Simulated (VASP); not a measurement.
Given:

```
CoTi
1.0
    2.94464     0.00000     0.00000
    0.00000     2.94464     0.00000
    0.00000     0.00000     2.94464
Ti Co
1 1
Cartesian
  0.00000   0.00000   0.00000
  1.47232   1.47232   1.47232
```

These are MS2 meta-GGA, VASP's PBE PAW potentials (set 64) (plane waves; VASP 6.6.1) values and carry that method's errors. Settings: 520 eV cut-off, 14×14×14 Γ-centred mesh, tetrahedra with Blöchl corrections, potentials Ti_sv Co.

What does the run give for the energy per atom (σ→0), band gap (over mesh and band path) with the smallest direct gap where there is one?

* **band gap (over mesh and band path)**: none (metal, semimetal or under 0.01 eV)
* **energy per atom (σ→0)**: -11.567 eV/atom

The compound is TiCo in the CsCl type structure. It was relaxed first. The run is not spin-polarised, so no magnetic state was tried. The electron count is odd and the run is not spin-polarised, which forces a metal.
